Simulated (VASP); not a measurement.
Consider the following.

```
K
1.0
   -2.58517     2.58517     2.58517
    2.58517    -2.58517     2.58517
    2.58517     2.58517    -2.58517
K
1
Direct
  0.00000   0.00000   0.00000
```

Calculation: vdW-DF2, VASP's PBE PAW potentials (set 64) (plane waves; VASP 6.6.1). Numerical set-up: 520 eV cut-off, Gaussian smearing of 0.050 eV, potentials K_sv.

Question: Give the energies of bands 5 to 7 at the high-symmetry points, in eV from the Fermi level.

Answer: 
```csv
band,Γ,H,N,P
5,-2.30,1.59,0.33,1.50
6,4.05,1.59,0.80,1.50
7,4.05,3.63,3.00,1.50
```

It has no gap at this level: it comes out as a metal or semimetal.

The compound is K in the bcc structure. It was relaxed first, which changed the volume by -6 %.
